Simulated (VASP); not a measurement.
Data:

```xyz
4
Lattice="5.0885 2.5382 2.5382 2.5382 5.0885 2.5382 2.5382 2.5382 5.0885" Properties=species:S:1:pos:R:3 pbc="T T T"
Mn     0.0000     0.0000     0.0000
Mn     5.0825     5.0825     5.0825
S      2.5412     2.5412     2.5412
S      7.6237     7.6237     7.6237
```
Starting moments (μB, in the order of the record's atoms Mn Mn S S): 4.1 -4.1 0.0 0.0.

These are PBE GGA with D3 dispersion (zero damping), VASP's PBE PAW potentials (set 64) (plane waves; VASP) values and carry that method's errors. Run with 520 eV cut-off, Gaussian smearing of 0.050 eV, potentials Mn_pv S.

What does the run give for the cell moment, band gap (along the path) with the smallest direct gap where there is one?

- band gap (along the path) = 0.61 eV
- smallest direct gap (along the path) = 1.02 eV
- cell moment = 0.00 μB

Only differences to runs with the same potentials and settings are physical.

The compound is MnS in the rock salt, AFM-II order structure. It was relaxed first, which changed the volume by -7 %.
